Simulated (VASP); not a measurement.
## Zr: energy against strain

Zr (hcp, P6_3/mmc, 23.355 Å³/atom and stress up to 0.27 GPa in the relaxed cell, c along z) under a strain ε along c (axis z), the other axes held. PBE in VASP (plane waves, PAW), 480 eV, 18×18×10 Γ-centred mesh, Methfessel-Paxton smearing 0.10 eV; ions are relaxed, or left where forces stay under 0.02 eV/Å, within the symmetry of each cell.

Here s stands for strain and y for E less E0.

```csv
strain (%),E less E0 (meV/atom)
-3.00,?
-1.50,2.87
-1.00,1.32
-0.50,0.37
0.00,0.00
0.50,0.20
1.00,0.97
1.50,2.30
```

Q: Using a parabola, estimate the missing y at s = -3.00 from the other rows, showing the fit.

A: Least squares gives y = -0.002 - 0.1843·s + 1.1495·s². Residuals (row less fit): 0.009, -0.012, -0.008, 0.002, 0.007, 0.007, -0.008; standard error 0.010 (degrees of freedom: 4). Twice the quadratic coefficient over the volume, 2 × 1.1495 meV × 10⁴ × 0.1602 / 23.355 Å³, is the elastic constant C33 = about 160 GPa. At the withheld row, y = -0.002 - 0.1843 × (-3.0) + 1.1495 × (-3.0)² = 10.896 meV/atom. The calculation gives 11.33 meV/atom, 0.434 meV/atom above the prediction (3.8 % of the range of y in the table). The row lies outside the fitted rows, so this is an extrapolation. From the scatter of the fitted rows alone, a prediction at this place has a standard error of 0.040 meV/atom, so the miss is 10.8 times that.

A polynomial of degree 3 through the 12 other runs of the series gives 11.27 there, so most of the miss is curvature that the fit leaves out. In a metal these values are sensitive to mesh and smearing; energies are taken to zero smearing, stresses follow the free energy. The runs aren't spin-polarised. Rows are the converged runs of the series near zero and its far end; series whose fitted rows scatter by over a few per cent of the range, as at a crossing or softening among them, aren't shown in this form, nor equations of state whose B0' disagrees with the runs' pressures. Most that stay on the fit to the last digits aren't either.
